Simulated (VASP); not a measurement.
Input:

```xyz
3
Lattice="2.2300 -3.8625 0.0000 2.2300 3.8625 0.0000 0.0000 0.0000 5.9300" Properties=species:S:1:pos:R:3 pbc="T T T"
Te     0.5865     1.0158     3.9533
Te     3.2870     0.0000     0.0000
Te     0.5865    -1.0158     1.9767
```

Calculation: LDA (Ceperley-Alder, Perdew-Zunger), VASP's LDA PAW potentials (set 64) (plane waves; VASP 6.6.1). Run with 520 eV cut-off, 6×6×4 Γ-centred mesh, Gaussian smearing of 0.050 eV, potentials Te.

Energy and stress use the plane-wave basis of the starting cell.

Problem. The ions, cell shape and volume are relaxed. What does this cell relax into?

Solution. 
```xyz
3
Lattice="2.1383 -3.7036 0.0000 2.1383 3.7036 0.0000 0.0000 0.0000 5.9509" Properties=species:S:1:pos:R:3 pbc="T T T"
Te     0.6089     1.0547     3.9673
Te     3.0586     0.0000     0.0000
Te     0.6089    -1.0547     1.9836
```
Space group P3_121 (152), at a tolerance of 0.03 Å.

Problem. How do energy and volume change from the first to the last step?

Solution. The energy (σ→0) changes by -24.2 meV/atom and the volume by -7.7 %, in 12 ionic steps.

The compound is Te in the trig structure. This run relaxes it. Symmetry was kept, so distortions that lower it aren't found.
